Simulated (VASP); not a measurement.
An input for Quantum ESPRESSO's pw.x (written as the equivalent of a VASP run, and not itself run):

```
&CONTROL
  calculation = 'scf'
  pseudo_dir = './pseudo'
  outdir = './out'
  tprnfor = .true.
  tstress = .true.
/
&SYSTEM
  ibrav = 0
  nat = 2
  ntyp = 2
  ecutwfc = 84
  occupations = 'smearing'
  smearing = 'gaussian'
  degauss = 0.003675
  input_dft = 'pz'
/
&ELECTRONS
  conv_thr = 7.3e-09
  electron_maxstep = 100
/
ATOMIC_SPECIES
  Sr 87.620 Sr.upf
  O 15.999 O.upf
CELL_PARAMETERS angstrom
     0.0000000    2.5886407    2.5886407
     2.5886407    0.0000000    2.5886407
     2.5886407    2.5886407    0.0000000
ATOMIC_POSITIONS crystal
  Sr   0.0000000  0.0000000  0.0000000
  O    0.5000000  0.5000000  0.5000000
K_POINTS automatic
  9 9 9 0 0 0
```

Question: Translate this input to VASP (INCAR, KPOINTS, POSCAR, choice of POTCAR).

Answer: This is not unique; one that fits is 
File POSCAR:
```
SrO
1
    0.0000000000     2.5886406646     2.5886406646
    2.5886406646     0.0000000000     2.5886406646
    2.5886406646     2.5886406646     0.0000000000
Sr O
1 1
Direct
  0.0000000000   0.0000000000   0.0000000000
  0.5000000000   0.5000000000   0.5000000000
```

INCAR:
```
EDIFF  =  1E-7
ISIF  =  2
LMAXMIX  =  4   ! l cut-off of mixed one-centre charges
NELM  =  100   ! most electronic steps
ALGO  =  Normal   ! blocked Davidson
LWAVE  =  F
SIGMA  =  0.05
SYSTEM  =  SrO
LASPH  =  T   ! aspherical one-centre terms
LCHARG  =  F
ISMEAR  =  0
PREC  =  Accurate
ENCUT  =  520
LREAL  =  F
```

File KPOINTS:
```
Automatic mesh
0
Gamma
9 9 9
0 0 0
```

POTCAR, in this order: Sr_sv O (LDA.64 set). Program: vasp_std.

The two are equivalent in intent, not identical: the potentials are each code's own (VASP's PAW set, PseudoDojo norm-conserving files in pw.x), so ENCUT and ecutwfc are chosen apart and not converted; conv_thr bounds pw.x's estimated SCF error, while EDIFF bounds the energy change between steps.

The compound is SrO in the rock salt structure. This cell is one point of a volume scan, at 1.06 of the reference volume.
